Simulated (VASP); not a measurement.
Computed with PBEsol GGA, VASP's PBE PAW potentials (set 64) (plane waves; VASP).

A VASP calculation is set up with these files.

File KPOINTS:
```
Automatic mesh
0
Gamma
6 6 4
0 0 0
```

**POSCAR**
```
MgI2
1
    2.0640070650    -3.5749646849     0.0000000000
    2.0640070650     3.5749646849     0.0000000000
   -0.0000000000     0.0000000000     6.9999352948
Mg I
1 2
Direct
  0.0000000000   0.0000000000   1.0000000000
  0.3333330000   0.6666670000   0.2382637304
  0.6666670000   0.3333330000   0.7617362696
```

### INCAR
```
! general
SYSTEM  = MgI2
PREC    = Accurate
ENCUT   = 480
LREAL   = F
LASPH   = T

! electronic loop
EDIFF   = 1E-7
NELM    = 100
ALGO    = Normal
LMAXMIX = 4

! smearing
ISMEAR  = 0
SIGMA   = 0.05

! functional
GGA     = PS

! ions
ISIF    = 2

! output
LWAVE   = F
LCHARG  = F
```

POTCAR, in this order: Mg I (PBE.64 set). Program: vasp_std.

Without a dispersion term in the relaxation, distances and binding between the weakly bound layers, chains or molecules are unreliable, and so is what depends on them.

**Question.** What does the run give for the energy per atom (σ→0)?

**Answer.** 
```
Quantity                        Value
---------------------  --------------
energy per atom (σ→0)  -2.807 eV/atom
```

### OSZICAR
```
...
DAV:   7    -0.842442027918E+01    0.29071E-01   -0.12422E-01   656   0.193E+00    0.617E-01
DAV:   8    -0.842215634199E+01    0.22639E-02   -0.92953E-03   640   0.580E-01    0.234E-01
DAV:   9    -0.842214805760E+01    0.82844E-05   -0.71072E-04   700   0.191E-01    0.920E-02
DAV:  10    -0.842213920454E+01    0.88531E-05   -0.31258E-05   708   0.456E-02    0.380E-02
DAV:  11    -0.842214177708E+01   -0.25725E-05   -0.89675E-06   660   0.205E-02    0.277E-02
DAV:  12    -0.842214174908E+01    0.28001E-07   -0.10517E-06   716   0.599E-03    0.906E-03
DAV:  13    -0.842214184597E+01   -0.96888E-07   -0.38750E-08   468   0.142E-03
   1 F= -.84221418E+01 E0= -.84221418E+01  d E =-.116386E-12
```

The compound is MgI2 in the 1T layered structure. It was relaxed first.
